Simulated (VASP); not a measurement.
Input of a VASP 6.6.1 run:

File POSCAR:

```
LiPt3
1.0
    3.8532750000      0.0000000000      0.0000000000
    0.0000000000      3.8532750000      0.0000000000
    0.0000000000      0.0000000000      3.8532750000
Li Pt
1 3
Direct
    0.0000000000      0.0000000000      0.0026571239
    0.0000000000      0.5000000000      0.5034020972
    0.5000000000      0.5000000000      0.0035146816
    0.5000000000      0.0000000000      0.5034020972
```

Contents of INCAR.step1:

```
ALGO = Normal
EDIFF = 1E-4
ENCUT = 520
GGA = PE
ISMEAR = -1
LASPH = True
LCHARG = False
LREAL = False
LWAVE = True
NBANDS = 24
NELM = 100
PREC = Accurate
SIGMA = 0.01
```

The input INCAR.step2:

```
ALGO = Normal
EDIFF = 1E-6
ENCUT = 520
ISIF = 2
ISMEAR = -1
ISTART = 1
IVDW = 12
LASPH = True
LCHARG = True
LELF = True
LMIXTAU = True
LREAL = False
LVHAR = True
LWAVE = False
METAGGA = R2SCAN
NBANDS = 24
NELM = 100
PREC = Accurate
SIGMA = 0.01
VDW_A1 = 0.49484001
VDW_A2 = 5.73083694
VDW_S6 = 1.0
VDW_S8 = 0.78981345
```

KPOINTS

```
Automatic mesh
0
Gamma
  3 3 3
  0.5 0.5 0.5
```

Potentials or basis: VASP PAW PBE potentials, release 64 (Li_sv, Pt).

The run is started by

```sh
$ cat potpaw_PBE.64/Li_sv/POTCAR potpaw_PBE.64/Pt/POTCAR > POTCAR
$ cp INCAR.step1 INCAR
$ mpirun -np 1 vasp_std > vasp.out
$ cp INCAR.step2 INCAR
$ mpirun -np 1 vasp_std > vasp.out
```

(1) Predict the dispersion energy per atom.

(2) Predict the largest force.

Answers

(1) -0.298 eV.

(2) 0.020 eV/Å.

Caveat: the k mesh is coarse (spacing up to 0.54 Å⁻¹), so the values aren't converged; the PAW data sets were made with another functional, which shifts forces and pressure a little.
